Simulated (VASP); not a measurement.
Level of theory: PBE GGA, VASP's PBE PAW potentials (set 64) (plane waves; VASP).

A VASP calculation is set up with these files.

### KPOINTS
```
Automatic
0
G
13 13 8
```

**POSCAR**
```
Ho
1
    1.8040550003    -3.1247149760     0.0000000000
    1.8040550003     3.1247149760    -0.0000000000
    0.0000000000     0.0000000000     5.5564953376
Ho
2
Direct
  0.3333330000   0.6666670000   0.2500000000
  0.6666670000   0.3333330000   0.7500000000
```

### INCAR
```
! general
SYSTEM  = Ho
PREC    = Accurate
ENCUT   = 520   ! plane-wave cut-off (eV)
LREAL   = .FALSE.   ! projection in real space or not
LASPH   = .TRUE.   ! aspherical one-centre terms

! electronic loop
EDIFF   = 1E-7   ! SCF stop (eV)
NELM    = 100   ! most electronic steps
ALGO    = Normal
LMAXMIX = 6

! smearing
ISMEAR  = -5   ! tetrahedra, Bloechl

! functional
GGA     = PE   ! PBE

! ions
ISIF    = 2

! output
LWAVE   = .FALSE.
LCHARG  = .TRUE.
LORBIT  = 11   ! lm-projected
NEDOS   = 601   ! DOS grid
```

POTCAR, in this order: Ho_3 (PBE.64 set). Program: vasp_std.

What VASP printed:

File OSZICAR:
```
       N       E                     dE             d eps       ncg     rms          rms(c)
DAV:   1     0.918084365370E+02    0.91808E+02   -0.82602E+03  3007   0.129E+03
DAV:   2    -0.362061527769E+01   -0.95429E+02   -0.93811E+02  3997   0.561E+02
DAV:   3    -0.876028195707E+01   -0.51397E+01   -0.49343E+01  4469   0.966E+01
DAV:   4    -0.901189769279E+01   -0.25162E+00   -0.23967E+00  4710   0.137E+01
DAV:   5    -0.901888190824E+01   -0.69842E-02   -0.69354E-02  4584   0.233E+00    0.241E+01
DAV:   6    -0.901967583167E+01   -0.79392E-03   -0.26742E-02  4561   0.212E+00    0.144E+01
DAV:   7    -0.902829688370E+01   -0.86211E-02   -0.47389E-02  4374   0.296E+00    0.305E-01
DAV:   8    -0.902801054967E+01    0.28633E-03   -0.28931E-03  3948   0.586E-01    0.617E-02
DAV:   9    -0.902802553815E+01   -0.14988E-04   -0.21865E-04  4594   0.179E-01    0.333E-02
DAV:  10    -0.902802023611E+01    0.53020E-05   -0.28814E-05  4586   0.563E-02    0.446E-02
DAV:  11    -0.902802060625E+01   -0.37014E-06   -0.27013E-06  4433   0.162E-02    0.385E-03
DAV:  12    -0.902802084715E+01   -0.24089E-06   -0.20460E-07  2743   0.572E-03    0.176E-03
DAV:  13    -0.902802084763E+01   -0.47930E-09   -0.44361E-08  2330   0.548E-03
   1 F= -.90280208E+01 E0= -.90280208E+01  d E =0.000000E+00
```

### OUTCAR
```
------------------------ aborting loop because EDIFF is reached ----------------------------------------
  FORCE on cell =-STRESS in cart. coord.  units (eV):
  Direction    XX          YY          ZZ          XY          YZ          ZX
  --------------------------------------------------------------------------------------
  Total        0.0008040      0.0008040      0.1699462      0.0000000      0.0000000      0.0000000
  in kB        0.0205612      0.0205612      4.3464127      0.0000000      0.0000000      0.0000000
  external PRESSURE =       1.4625117 kB  Pullay stress =       0.0000000 kB
  volume of cell :       62.65
      direct lattice vectors                 reciprocal lattice vectors
     1.804055000 -3.124714976  0.000000000     0.277153413 -0.160014595  0.000000000
     1.804055000  3.124714976  0.000000000     0.277153413  0.160014595  0.000000000
     0.000000000  0.000000000  5.556495338     0.000000000  0.000000000  0.179969556
 POSITION                                       TOTAL-FORCE (eV/Angst)
 -----------------------------------------------------------------------------------
      1.80406      1.04157      1.38912        -0.000000     -0.000000      0.000000
      1.80406     -1.04157      4.16737         0.000000      0.000000      0.000000
 -----------------------------------------------------------------------------------
    total drift:                               -0.000003      0.000091     -0.000011
  FREE ENERGIE OF THE ION-ELECTRON SYSTEM (eV)
  ---------------------------------------------------
  free  energy   TOTEN  =        -9.0280208476 eV

  energy  without entropy=       -9.0280208476  energy(sigma->0) =       -9.02802085

 total charge

# of ion       s       p       d       tot
------------------------------------------
    1        0.478   6.451   1.078   8.007
    2        0.478   6.451   1.078   8.007
--------------------------------------------------
tot          0.955  12.902   2.156  16.014
```
(Selected blocks of OUTCAR.)

The 4f electrons are frozen in the core of the lanthanide potential, so 4f levels, which can set the real gap, and their magnetism are missing. For a metal the tetrahedron method with Blöchl corrections gives inexact stress and forces.

The compound is Ho in the hcp structure. It was relaxed first.
